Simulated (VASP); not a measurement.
Method: RPBE GGA, VASP's PBE PAW potentials (set 64) (plane waves; VASP 6.6.1). For the first row: Run with 520 eV cut-off, 9×9×9 Γ-centred mesh, Gaussian smearing of 0.050 eV, potentials Be Se.

```
system              energy (eV/atom)
------------------  ----------------
BeSe (zinc blende)           -4.1340
Be atom                      -0.0707
Se atom                      -0.9616
```

Atoms are spin-polarised in a large box without symmetry, with the spin fixed by Hund's rule, and may not be in the lowest state of each functional; no zero-point energy is added.

Task: What is the cohesive energy per atom of BeSe?

Result: The references average (1×(-0.0707) + 1×(-0.9616))/2 = -0.5161 eV, so the cohesive energy is -0.5161 − (-4.1340) = 3.618 eV/atom.
